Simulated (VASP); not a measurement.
# Quasiparticle energies of C (Diamond) in VASP, part 2 of 7

Wanted: how far GW moves the Kohn-Sham levels of C (Diamond). The cell has space group Fd-3m. The start is a cell from a database of measured crystal structures.

VASP 6.6.1, plane waves and PAW; the level of theory is named at each step.

So far. Step 2 (Ground state): The cell has a gap of 4.10 eV on mesh and path and a pressure of -18.2 GPa, which holds the misfit of the given cell and coordinates with this functional, and any error of cutoff, mesh and data sets. Step 3 (Empty bands, functional LDA): WAVECAR now holds 64 bands for 8 electrons. Its independent-particle dielectric tensor has xx, yy, zz = 6.0, 6.0, 6.0 on this mesh.

### 4. evGW0

This step: evGW0 on LDA; plane waves and PAW (C_GW) (VASP 6.6.1).

The lowest NBANDSGW levels in G are updated for four passes while W stays fixed, so the result depends less on the starting levels.

INCAR

```
SYSTEM = C
PREC = Accurate
ENCUT = 440
ISMEAR = 0
SIGMA = 0.01
LREAL = .FALSE.
GGA = CA
NBANDS = 64
ALGO = EVGW0
NELMGW = 4
ENCUTGW = 180
NOMEGA = 48
PRECFOCK = Fast
NBANDSGW = 12
LWAVE = .FALSE.
LCHARG = .FALSE.
```

POSCAR

```
C
1.0
    0.0000000000      1.7833700000      1.7833700000
    1.7833700000      0.0000000000      1.7833700000
    1.7833700000      1.7833700000      0.0000000000
C
2
Direct
    0.7500000000      0.7500000000      0.7500000000
    0.5000000000      0.5000000000      0.5000000000
```

KPOINTS

```
Automatic mesh
0
Gamma
8 8 8
0 0 0
```

PAW data sets: C_GW (LDA family, release 64).

Command:

```bash
$ mpirun -np 4 vasp_std
```

Log:

```text
[banner, memory and clock lines left out]
running    4 mpi-ranks, on    1 nodes
 distrk:  each k-point on    4 cores,    1 groups
 distr:  one band on    1 cores,    4 groups

 POSCAR found type information on POSCAR C
 POSCAR found :  1 types and       2 ions
|                                                                             |
|           W    W    AA    RRRRR   N    N  II  N    N   GGGG   !!!           |
|           W    W   A  A   R    R  NN   N  II  NN   N  G    G  !!!           |
|           W    W  A    A  R    R  N N  N  II  N N  N  G       !!!           |
|           W WW W  AAAAAA  RRRRR   N  N N  II  N  N N  G  GGG   !            |
|           WW  WW  A    A  R   R   N   NN  II  N   NN  G    G                |
|           W    W  A    A  R    R  N    N  II  N    N   GGGG   !!!           |
|                                                                             |
|     The default for ENCUTGWSOFT is different in this version of VASP.       |
|     please manually set ENCUTGWSOFT =180 in the INCAR file.                 |
|                                                                             |

 LDA part: xc-table for (Slater(with rela. corr.)+CA(PZ))
 , standard interpolation
 found WAVECAR, reading the header
 POSCAR, INCAR and KPOINTS ok, starting setup
 FFT: planning ... GRIDC
 FFT: planning ... GRID_SOFT
 FFT: planning ... GRID
 reading WAVECAR
 the WAVECAR file was read successfully
 initial charge from wavefunction
 available memory per node:    178.78 GB, setting MAXMEM to    183072

 The Fermi energy was updated, please check that it is located mid-gap
 values below the HOMO (VB) or above the LUMO (CB) will cause erroneous energies
 E-fermi :  11.8104

 calculate exact exchange contribution
 the WAVEDER file was read successfully
energies w=
    0.000    0.000    1.215    0.000    2.425    0.000    3.626    0.000
    4.812    0.000    5.982    0.000    7.133    0.000    8.263    0.000
    9.372    0.000   10.461    0.000   11.530    0.000   12.582    0.000
   13.618    0.000   14.643    0.000   15.658    0.000   16.667    0.000
   17.675    0.000   18.685    0.000   19.701    0.000   20.729    0.000
   21.773    0.000   22.839    0.000   23.933    0.000   25.063    0.000
   26.236    0.000   27.462    0.000   28.749    0.000   30.112    0.000
   31.563    0.000   33.122    0.000   34.807    0.000   36.645    0.000
   38.667    0.000   40.912    0.000   43.434    0.000   46.295    0.000
   49.583    0.000   53.415    0.000   57.952    0.000   63.421    0.000
   70.155    0.000   78.661    0.000   89.749    0.000  104.798    0.000
  126.366    0.000  159.778    0.000  218.280    0.000  346.469    0.000
 responsefunction array rank=      72
 LDA part: xc-table for (Slater(with rela. corr.)+CA(PZ))
 , standard interpolation

 min. memory requirement per mpi rank    170.0 MB, per node    680.0 MB

 allocating  12 responsefunctions rank=    72
 shmem allocating  48 responsefunctions rank=    72
 response function shared by NCSHMEM nodes    1
 Doing           12  frequencies on each core in blocks of           48
NQ=   1    0.0000    0.0000    0.0000,
|.........|.........|.........|.........|.........|.........|.........|.........
 performed        290000 updates of chi_q(r,r)
 total number of BLAS operations          8.08 Gflops
NQ=   2    0.1250    0.0000    0.0000,
|.........|.........|.........|.........|.........|.........|.........|.........
 performed        793000 updates of chi_q(r,r)
 total number of BLAS operations         23.58 Gflops
NQ=   3    0.2500    0.0000    0.0000,
|.........|.........|.........|.........|.........|.........|.........|.........
 performed       1296000 updates of chi_q(r,r)
 total number of BLAS operations         39.07 Gflops
NQ=   4    0.3750    0.0000    0.0000,
|.........|.........|.........|.........|.........|.........|.........|.........
 performed       1799000 updates of chi_q(r,r)
 total number of BLAS operations         55.58 Gflops
NQ=   5    0.5000    0.0000    0.0000,
|.........|.........|.........|.........|.........|.........|.........|.........
 performed       2216000 updates of chi_q(r,r)
 total number of BLAS operations         71.96 Gflops
NQ=   6    0.1250    0.1250    0.0000,
|.........|.........|.........|.........|.........|.........|.........|.........
 performed       2707000 updates of chi_q(r,r)
 total number of BLAS operations         86.11 Gflops
NQ=   7    0.2500    0.1250    0.0000,
|.........|.........|.........|.........|.........|.........|.........|.........
 performed       3524000 updates of chi_q(r,r)
 total number of BLAS operations        111.24 Gflops
NQ=   8    0.3750    0.1250    0.0000,
|.........|.........|.........|.........|.........|.........|.........|.........
 performed       4341000 updates of chi_q(r,r)
 total number of BLAS operations        136.37 Gflops
NQ=   9    0.5000    0.1250    0.0000,
|.........|.........|.........|.........|.........|.........|.........|.........
 performed       5158000 updates of chi_q(r,r)
 total number of BLAS operations        163.99 Gflops
NQ=  10   -0.3750    0.1250    0.0000,
|.........|.........|.........|.........|.........|.........|.........|.........
 performed       5975000 updates of chi_q(r,r)
 total number of BLAS operations        190.77 Gflops
NQ=  11   -0.2500    0.1250    0.0000,
|.........|.........|.........|.........|.........|.........|.........|.........
 performed       6792000 updates of chi_q(r,r)
 total number of BLAS operations        215.90 Gflops
NQ=  12   -0.1250    0.1250    0.0000,
|.........|.........|.........|.........|.........|.........|.........|.........
 performed       7461000 updates of chi_q(r,r)
 total number of BLAS operations        235.83 Gflops
NQ=  13    0.2500    0.2500    0.0000,
|.........|.........|.........|.........|.........|.........|.........|.........
 performed       7952000 updates of chi_q(r,r)
 total number of BLAS operations        249.99 Gflops
NQ=  14    0.3750    0.2500    0.0000,
|.........|.........|.........|.........|.........|.........|.........|.........
 performed       8769000 updates of chi_q(r,r)
 total number of BLAS operations        276.76 Gflops
NQ=  15    0.5000    0.2500    0.0000,
|.........|.........|.........|.........|.........|.........|.........|.........
 performed       9586000 updates of chi_q(r,r)
 total number of BLAS operations        302.71 Gflops
NQ=  16   -0.3750    0.2500    0.0000,
|.........|.........|.........|.........|.........|.........|.........|.........
 performed      10403000 updates of chi_q(r,r)
 total number of BLAS operations        327.03 Gflops
NQ=  17   -0.2500    0.2500    0.0000,
[...]
|.........|.........|.........|.........|.........|.........|.........|.........
 performed      16207000 updates of chi_q(r,r)
 total number of BLAS operations        508.00 Gflops
NQ=  25    0.5000    0.3750    0.1250,
|.........|.........|.........|.........|.........|.........|.........|.........
 performed      17110000 updates of chi_q(r,r)
 total number of BLAS operations        535.78 Gflops
NQ=  26   -0.3750    0.3750    0.1250,
|.........|.........|.........|.........|.........|.........|.........|.........
 performed      18142000 updates of chi_q(r,r)
 total number of BLAS operations        567.52 Gflops
NQ=  27   -0.2500    0.3750    0.1250,
|.........|.........|.........|.........|.........|.........|.........|.........
 performed      18989000 updates of chi_q(r,r)
 total number of BLAS operations        592.76 Gflops
NQ=  28   -0.3750    0.5000    0.1250,
|.........|.........|.........|.........|.........|.........|.........|.........
 performed      19660000 updates of chi_q(r,r)
 total number of BLAS operations        613.40 Gflops
NQ=  29   -0.2500    0.5000    0.2500,
|.........|.........|.........|.........|.........|.........|.........|.........
 performed      20145000 updates of chi_q(r,r)
 total number of BLAS operations        625.58 Gflops
 resolving degeneracies of screened two electron integrals

 calculate QP shifts <psi_nk| G(iteration)W_0 |psi_nk>: iteration 3
 allocating  12 responsefunctions rank=    72
 shmem allocating  48 responsefunctions rank=    72
 response function shared by NCSHMEM nodes    1
 Doing           12  frequencies on each core in blocks of           48
NQ=   1    0.0000    0.0000    0.0000,
|.........|.........|.........|.........|.........|.........|.........|.........
 performed        290000 updates of chi_q(r,r)
 total number of BLAS operations          8.08 Gflops
NQ=   2    0.1250    0.0000    0.0000,
|.........|.........|.........|.........|.........|.........|.........|.........
 performed        793000 updates of chi_q(r,r)
 total number of BLAS operations         23.58 Gflops
NQ=   3    0.2500    0.0000    0.0000,
|.........|.........|.........|.........|.........|.........|.........|.........
 performed       1296000 updates of chi_q(r,r)
 total number of BLAS operations         39.07 Gflops
NQ=   4    0.3750    0.0000    0.0000,
|.........|.........|.........|.........|.........|.........|.........|.........
 performed       1799000 updates of chi_q(r,r)
 total number of BLAS operations         55.58 Gflops
NQ=   5    0.5000    0.0000    0.0000,
|.........|.........|.........|.........|.........|.........|.........|.........
 performed       2216000 updates of chi_q(r,r)
 total number of BLAS operations         71.96 Gflops
NQ=   6    0.1250    0.1250    0.0000,
|.........|.........|.........|.........|.........|.........|.........|.........
 performed       2707000 updates of chi_q(r,r)
 total number of BLAS operations         86.11 Gflops
NQ=   7    0.2500    0.1250    0.0000,
|.........|.........|.........|.........|.........|.........|.........|.........
 performed       3524000 updates of chi_q(r,r)
 total number of BLAS operations        111.24 Gflops
NQ=   8    0.3750    0.1250    0.0000,
|.........|.........|.........|.........|.........|.........|.........|.........
 performed       4341000 updates of chi_q(r,r)
 total number of BLAS operations        136.37 Gflops
NQ=   9    0.5000    0.1250    0.0000,
|.........|.........|.........|.........|.........|.........|.........|.........
 performed       5158000 updates of chi_q(r,r)
 total number of BLAS operations        163.99 Gflops
NQ=  10   -0.3750    0.1250    0.0000,
|.........|.........|.........|.........|.........|.........|.........|.........
 performed       5975000 updates of chi_q(r,r)
 total number of BLAS operations        190.77 Gflops
NQ=  11   -0.2500    0.1250    0.0000,
|.........|.........|.........|.........|.........|.........|.........|.........
 performed       6792000 updates of chi_q(r,r)
 total number of BLAS operations        215.90 Gflops
NQ=  12   -0.1250    0.1250    0.0000,
|.........|.........|.........|.........|.........|.........|.........|.........
 performed       7461000 updates of chi_q(r,r)
 total number of BLAS operations        235.83 Gflops
NQ=  13    0.2500    0.2500    0.0000,
|.........|.........|.........|.........|.........|.........|.........|.........
 performed       7952000 updates of chi_q(r,r)
 total number of BLAS operations        249.99 Gflops
NQ=  14    0.3750    0.2500    0.0000,
|.........|.........|.........|.........|.........|.........|.........|.........
 performed       8769000 updates of chi_q(r,r)
 total number of BLAS operations        276.76 Gflops
NQ=  15    0.5000    0.2500    0.0000,
|.........|.........|.........|.........|.........|.........|.........|.........
 performed       9586000 updates of chi_q(r,r)
 total number of BLAS operations        302.71 Gflops
NQ=  16   -0.3750    0.2500    0.0000,
|.........|.........|.........|.........|.........|.........|.........|.........
 performed      10403000 updates of chi_q(r,r)
 total number of BLAS operations        327.03 Gflops
NQ=  17   -0.2500    0.2500    0.0000,
|.........|.........|.........|.........|.........|.........|.........|.........
 performed      11072000 updates of chi_q(r,r)
 total number of BLAS operations        345.68 Gflops
NQ=  18    0.3750    0.3750    0.0000,
|.........|.........|.........|.........|.........|.........|.........|.........
 performed      11563000 updates of chi_q(r,r)
 total number of BLAS operations        361.79 Gflops
NQ=  19    0.5000    0.3750    0.0000,
|.........|.........|.........|.........|.........|.........|.........|.........
 performed      12380000 updates of chi_q(r,r)
 total number of BLAS operations        386.92 Gflops
NQ=  20   -0.3750    0.3750    0.0000,
|.........|.........|.........|.........|.........|.........|.........|.........
 performed      13049000 updates of chi_q(r,r)
 total number of BLAS operations        410.97 Gflops
NQ=  21    0.5000    0.5000    0.0000,
|.........|.........|.........|.........|.........|.........|.........|.........
 performed      13425000 updates of chi_q(r,r)
 total number of BLAS operations        423.30 Gflops
NQ=  22    0.3750    0.2500    0.1250,
|.........|.........|.........|.........|.........|.........|.........|.........
 performed      14328000 updates of chi_q(r,r)
 total number of BLAS operations        450.19 Gflops
NQ=  23    0.5000    0.2500    0.1250,
|.........|.........|.........|.........|.........|.........|.........|.........
 performed      15360000 updates of chi_q(r,r)
 total number of BLAS operations        481.93 Gflops
NQ=  24   -0.3750    0.2500    0.1250,
|.........|.........|.........|.........|.........|.........|.........|.........
 performed      16207000 updates of chi_q(r,r)
 total number of BLAS operations        508.00 Gflops
NQ=  25    0.5000    0.3750    0.1250,
|.........|.........|.........|.........|.........|.........|.........|.........
 performed      17110000 updates of chi_q(r,r)
 total number of BLAS operations        535.78 Gflops
NQ=  26   -0.3750    0.3750    0.1250,
|.........|.........|.........|.........|.........|.........|.........|.........
 performed      18142000 updates of chi_q(r,r)
 total number of BLAS operations        567.52 Gflops
NQ=  27   -0.2500    0.3750    0.1250,
|.........|.........|.........|.........|.........|.........|.........|.........
 performed      18989000 updates of chi_q(r,r)
 total number of BLAS operations        592.76 Gflops
NQ=  28   -0.3750    0.5000    0.1250,
|.........|.........|.........|.........|.........|.........|.........|.........
 performed      19660000 updates of chi_q(r,r)
 total number of BLAS operations        613.40 Gflops
NQ=  29   -0.2500    0.5000    0.2500,
|.........|.........|.........|.........|.........|.........|.........|.........
 performed      20145000 updates of chi_q(r,r)
 total number of BLAS operations        625.58 Gflops
 resolving degeneracies of screened two electron integrals

 calculate QP shifts <psi_nk| G(iteration)W_0 |psi_nk>: iteration 4
 entering main loop
```

The job ended after 7.6 min (4 MPI ranks of AMD EPYC 7R43, shared host; peak memory 0.68 GiB; 30 min of CPU time).

[end of part 2 of 7]

[Lines on the potential files, build, host, timing and source positions are cut from VASP's logs without a mark.]

[Logs are printed without paths, hosts, clocks, repeated set-up lines and the standing remarks that a program may print on its own settings, such as how far it seeks lower states.]

[Hosts, paths, dates, database ids (printed as entryN), source tags and the programs' standing remarks are cut or masked in the printed files.]

[Pressures printed for these runs are not shown converged in the cutoff: they can be off by several GPa and have the wrong sign.]

[In band tables of VASP the shares of atoms and orbitals are scaled to a sum of 1 inside the atoms' spheres.]
